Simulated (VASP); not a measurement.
Input:

```
AgRh3
1.0
    0.00000     1.91366     1.91366
    1.91366     0.00000     1.91366
    7.70221     7.70221    -0.04759
Rh Ag
3 1
Cartesian
  1.97599   1.97599   3.76498
  1.92555   1.92555  -0.01190
  3.78877   3.78877   0.03854
  5.77666   5.77666  -0.03569
```

Computed with PBEsol GGA, VASP's PBE PAW potentials (set 64) (plane waves; VASP 6.6.1). Run with 400 eV cut-off, 15×15×4 Γ-centred mesh, tetrahedra with Blöchl corrections, potentials Rh_pv Ag.

Question: The job: AgRh3 (ordered alloy cell), 4 atoms, PBEsol, static run, 400 eV, 15×15×4 Γ-centred mesh. Roughly how much core time does it take on a busy server core?

Answer: About 9 core-minutes (one run on a shared machine, a rough figure). It had 248 irreducible k-points, 33 bands, up to 1061 plane waves and 17 electronic steps.

The structure was generated: AgRh3 was put into an ordered model structure (R-3m), which need not be its known phase. It was relaxed first.
